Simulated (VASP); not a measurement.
Input:

```
AlCo
1.0
    2.79419     0.00000     0.00000
    0.00000     2.79419     0.00000
    0.00000     0.00000     2.79419
Al Co
1 1
Direct
  0.00000   0.00000   0.00000
  0.50000   0.50000   0.50000
```

The numbers are results of LDA (Ceperley-Alder, Perdew-Zunger), VASP's LDA PAW potentials (set 64) (plane waves; VASP), not measurements. Numerical set-up: 400 eV cut-off, 12×12×12 Γ-centred mesh, first-order Methfessel-Paxton smearing of 0.10 eV, potentials Al Co.

**Question.** Predict the energy per atom (σ→0), band gap (on the k-mesh) with the smallest direct gap where there is one.

**Answer.** 
The band gap (on the k-mesh) comes out as none (metal, semimetal or under 0.01 eV) and the energy per atom (σ→0) is -6.855 eV/atom.

Total energies compare only between runs with the same potentials, cut-off and functional.

The structure comes from a computed database's AlCo entry (Pm-3m); how it stands against other phases isn't given here. It was relaxed first. The start is the result of an earlier pass. The run is not spin-polarised, so no magnetic state was tried.
